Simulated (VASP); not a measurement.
A convergence study with VASP on IrO₂ (space group P4_2/mnm): one setting is varied, all else stays as given below, so the limit is that of these other settings.

```xyz
6
Lattice="4.5225 0.0000 0.0000 0.0000 4.5225 0.0000 0.0000 0.0000 3.1658" Properties=species:S:1:pos:R:3 pbc="T T T"
Ir     0.0000     0.0000     0.0000
Ir     2.2612     2.2612     1.5829
O      1.3929     1.3929     0.0000
O      3.6542     0.8683     1.5829
O      0.8683     3.6542     1.5829
O      3.1296     3.1296     0.0000
```

Level of theory: PBE GGA, VASP's PBE PAW potentials (set 64) (plane waves; VASP). The tightest run used: 400 eV cut-off, 7×7×10 Γ-centred mesh, Fermi-Dirac smearing of 0.10 eV, potentials Ir O.

Q: The settings run are 2×2×3 mesh; 3×3×4 mesh; 4×4×5 mesh; 5×5×7 mesh; 6×6×8 mesh; 7×7×10 mesh. From which on does the highest Γ mode stay within 1 cm⁻¹ of the tightest run?

A: From 4×4×5 mesh on: it is off by 0.2 there and by no more than 1 in any finer run, while 3×3×4 mesh is off by 4.6.
```csv
setting,highest Γ mode (cm⁻¹),irreducible k-points,difference judged (cm⁻¹)
2×2×3 mesh,752.0,6,10.3
3×3×4 mesh,746.2,9,4.6
4×4×5 mesh,741.9,18,0.2
5×5×7 mesh,741.5,24,0.2
6×6×8 mesh,741.9,50,0.2
7×7×10 mesh,741.7,60,0.0
```

Left out are rungs that failed or repeat a setting and relaxations that didn't move; long series are thinned to 24 rows.

The structure is a typed IrO2 crystal (space group no. 136). The cell was not relaxed at this level.
